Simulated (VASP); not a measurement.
Here is a VASP 6.6.1 calculation.

POSCAR

```
Al
1.0
    0.0000000000      1.9943126523      1.9943126523
    1.9943126523      0.0000000000      1.9943126523
    1.9943126523      1.9943126523      0.0000000000
  Al
     1
Direct
     0.0000000000000000    0.0000000000000000    0.0000000000000000
```

Contents of INCAR.step1:

```
ALGO = Normal ; EDIFF = 1E-8
EDIFFG = -0.002 ; ENCUT = 600
IBRION = 2 ; ISIF = 3
ISMEAR = 1 ; KPAR = 2
LASPH = T ; LCHARG = F
LMIXTAU = T ; LREAL = F
LWAVE = F ; METAGGA = R2SCAN
NELM = 80 ; NSW = 40
PREC = Accurate ; SIGMA = 0.2
```

INCAR.step2

```
ALGO = Normal ; EDIFF = 1E-8
ENCUT = 600 ; IBRION = 6
ISIF = 3 ; ISMEAR = 1
KPAR = 2 ; LASPH = T
LCHARG = F ; LMIXTAU = T
LREAL = F ; LWAVE = F
METAGGA = R2SCAN ; NELM = 80
NFREE = 2 ; NSW = 1
POTIM = 0.015 ; PREC = Accurate
SIGMA = 0.2
```

The input KPOINTS:

```
k-points
0
Gamma
  30 30 30
```

Potentials or basis: VASP PAW PBE potentials, release 64 (Al).

The run is started by

```console
$ cat potpaw_PBE.64/Al/POTCAR > POTCAR
$ cp INCAR.step1 INCAR
$ mpirun -np 2 vasp_std > vasp.out
$ cp CONTCAR POSCAR
$ cp INCAR.step2 INCAR
$ mpirun -np 2 vasp_std > vasp.out
```

Q: Estimate the elastic constants C11, C12, C44.

A: 144, 68, 54 GPa.

Q: Predict the Voigt bulk modulus.

A: 93 GPa.

Elastic tensor in Voigt notation (GPa, in the Cartesian axes of the cell as first typed):
```
144  68  68   0   0   0
 68 144  68   0   0   0
 68  68 144   0   0   0
  0   0   0  54   0   0
  0   0   0   0  54   0
  0   0   0   0   0  54
```

Caveat: the PAW data sets were made with another functional, which shifts forces and pressure a little.
